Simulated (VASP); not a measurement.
```
CELL_PARAMETERS angstrom
      3.12240     0.00000     0.00000
      0.00000     4.34752     0.00000
     -0.03892     0.00000     4.40585
ATOMIC_POSITIONS crystal
  Sb 0.98861 0.75000 0.75883
  Sb 0.01139 0.25000 0.24117
```

All values below come from LDA (Ceperley-Alder, Perdew-Zunger), VASP's LDA PAW potentials (set 64) (plane waves; VASP). Run with 400 eV cut-off, 11×8×8 Γ-centred mesh, first-order Methfessel-Paxton smearing of 0.10 eV, potentials Sb.

Energy and stress use the plane-wave basis of the starting cell.

The ions, cell shape and volume are relaxed. What does this cell relax into?

```
CELL_PARAMETERS angstrom
      3.03897     0.00000     0.01400
      0.00000     4.31212     0.00000
     -0.01798     0.00000     4.31168
ATOMIC_POSITIONS crystal
  Sb 0.00003 0.75000 0.74993
  Sb 0.99997 0.25000 0.25007
```
Space group Pm-3m (221), at a tolerance of 0.03 Å.

How do energy and volume change from the first to the last step?

The energy (σ→0) changes by -22.2 meV/atom and the volume by -5.5 %, in 20 ionic steps.

```json
[
 {"step": "1", "E(σ→0) (eV)": "-9.5208", "max force (eV/Å)": "0.090", "pressure (GPa)": "-3.14", "volume (Å³)": "59.81"},
 {"step": "2", "E(σ→0) (eV)": "-9.5451", "max force (eV/Å)": "0.227", "pressure (GPa)": "2.17", "volume (Å³)": "54.87"},
 {"step": "3", "E(σ→0) (eV)": "-9.5556", "max force (eV/Å)": "0.183", "pressure (GPa)": "0.10", "volume (Å³)": "56.55"},
 {"step": "4", "E(σ→0) (eV)": "-9.5594", "max force (eV/Å)": "0.150", "pressure (GPa)": "0.09", "volume (Å³)": "56.49"},
 {"step": "5", "E(σ→0) (eV)": "-9.5614", "max force (eV/Å)": "0.107", "pressure (GPa)": "0.13", "volume (Å³)": "56.43"},
 {"step": "6", "E(σ→0) (eV)": "-9.5637", "max force (eV/Å)": "0.062", "pressure (GPa)": "-0.06", "volume (Å³)": "56.56"},
 {"step": "7", "E(σ→0) (eV)": "-9.5642", "max force (eV/Å)": "0.035", "pressure (GPa)": "-0.18", "volume (Å³)": "56.65"},
 {"step": "8", "E(σ→0) (eV)": "-9.5644", "max force (eV/Å)": "0.029", "pressure (GPa)": "0.07", "volume (Å³)": "56.43"},
 {"step": "9", "E(σ→0) (eV)": "-9.5644", "max force (eV/Å)": "0.028", "pressure (GPa)": "0.07", "volume (Å³)": "56.42"},
 {"step": "10", "E(σ→0) (eV)": "-9.5646", "max force (eV/Å)": "0.027", "pressure (GPa)": "0.05", "volume (Å³)": "56.45"},
 {"step": "11", "E(σ→0) (eV)": "-9.5647", "max force (eV/Å)": "0.027", "pressure (GPa)": "0.00", "volume (Å³)": "56.50"},
 {"step": "12", "E(σ→0) (eV)": "-9.5648", "max force (eV/Å)": "0.026", "pressure (GPa)": "-0.03", "volume (Å³)": "56.52"},
 {"step": "13", "E(σ→0) (eV)": "-9.5649", "max force (eV/Å)": "0.025", "pressure (GPa)": "-0.09", "volume (Å³)": "56.58"},
 {"step": "14", "E(σ→0) (eV)": "-9.5649", "max force (eV/Å)": "0.025", "pressure (GPa)": "-0.12", "volume (Å³)": "56.60"},
 {"step": "15", "E(σ→0) (eV)": "-9.5650", "max force (eV/Å)": "0.022", "pressure (GPa)": "0.00", "volume (Å³)": "56.49"},
 {"step": "16", "E(σ→0) (eV)": "-9.5650", "max force (eV/Å)": "0.020", "pressure (GPa)": "0.08", "volume (Å³)": "56.43"},
 {"step": "17", "E(σ→0) (eV)": "-9.5651", "max force (eV/Å)": "0.013", "pressure (GPa)": "0.06", "volume (Å³)": "56.44"},
 {"step": "18", "E(σ→0) (eV)": "-9.5652", "max force (eV/Å)": "0.004", "pressure (GPa)": "0.03", "volume (Å³)": "56.47"},
 {"step": "19", "E(σ→0) (eV)": "-9.5652", "max force (eV/Å)": "0.001", "pressure (GPa)": "-0.03", "volume (Å³)": "56.52"},
 {"step": "20", "E(σ→0) (eV)": "-9.5652", "max force (eV/Å)": "0.002", "pressure (GPa)": "-0.01", "volume (Å³)": "56.50"}
]
```

The structure comes from a computed database's Sb entry (P2_1/m); how it stands against other phases isn't given here. This run relaxes it. It ends in space group Pm-3m. Symmetry was kept, so distortions that lower it aren't found.
